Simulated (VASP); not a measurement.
```
Zr
1.0
    1.59939    -2.77022     0.00000
    1.59939     2.77022     0.00000
    0.00000     0.00000     5.15208
Zr
2
Cartesian
  1.59939   0.92341   1.28802
  1.59939  -0.92341   3.86406
```

Calculation: optB86b-vdW, VASP's PBE PAW potentials (set 64) (plane waves; VASP). Settings: 520 eV cut-off, Gaussian smearing of 0.050 eV, potentials Zr_sv.

Task: Give the energies of bands 9 to 15 at the high-symmetry points, in eV from the Fermi level.

Result: 
| band | Γ | M | K | A | L | H |
|---|---|---|---|---|---|---|
| 9 | -5.70 | -2.67 | -2.18 | -3.99 | -2.95 | -1.50 |
| 10 | -3.12 | -2.56 | -1.35 | -3.99 | -2.95 | -1.50 |
| 11 | 0.84 | -2.25 | -1.35 | -0.04 | -1.16 | -1.31 |
| 12 | 0.84 | -0.14 | -1.14 | -0.04 | -1.16 | -1.31 |
| 13 | 0.88 | 0.56 | 0.22 | 0.77 | 1.71 | -0.03 |
| 14 | 1.16 | 0.72 | 0.22 | 0.77 | 1.71 | -0.03 |
| 15 | 1.53 | 1.41 | 1.77 | 0.77 | 2.25 | 2.00 |

It has no gap at this level: it comes out as a metal or semimetal.

The compound is Zr in the hcp structure. It was relaxed first.
